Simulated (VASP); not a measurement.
Input:

```
CSi
1.0
    1.55071    -2.68591     0.00000
    1.55071     2.68591     0.00000
    0.00000     0.00000     5.09204
Si C
2 2
Direct
  0.66667   0.33333   0.49957
  0.33333   0.66667   0.99957
  0.66667   0.33333   0.87543
  0.33333   0.66667   0.37543
```

All values below come from revPBE GGA, VASP's PBE PAW potentials (set 64) (plane waves; VASP). Numerical set-up: 520 eV cut-off, 9×9×5 Γ-centred mesh, tetrahedra with Blöchl corrections, potentials Si C.

Problem. Tabulate the total density of states (states/eV per cell) against energy (eV; zero at the valence-band maximum or, without a gap, the Fermi level).

Solution. 
(E (eV), DOS (states/eV)): (-9.96, 0.00); (-9.60, 0.00); (-9.12, 0.00); (-8.76, 0.00); (-8.40, 0.02); (-7.92, 0.77); (-7.56, 1.78); (-7.08, 1.39); (-6.72, 0.90); (-6.36, 1.05); (-5.88, 1.08); (-5.52, 1.11); (-5.16, 1.18); (-4.68, 1.12); (-4.32, 1.38); (-3.96, 1.67); (-3.48, 1.72); (-3.12, 1.80); (-2.76, 2.21); (-2.28, 2.15); (-1.92, 2.30); (-1.44, 2.01); (-1.08, 1.33); (-0.72, 0.90); (-0.24, 0.32); (0.12, 0.00); (0.48, 0.00); (0.96, 0.00); (1.32, 0.00); (1.68, 0.00); (2.16, 0.00); (2.52, 0.01); (2.88, 0.10); (3.36, 0.88); (3.72, 1.45); (4.20, 1.58); (4.56, 1.57); (4.92, 1.34); (5.40, 1.57); (5.76, 1.20)
Within 2 eV below the valence-band maximum the largest weight inside VASP's projection spheres is C p, then Si p.

The compound is SiC in the wurtzite structure, the rare 2H polytype. It was relaxed first.
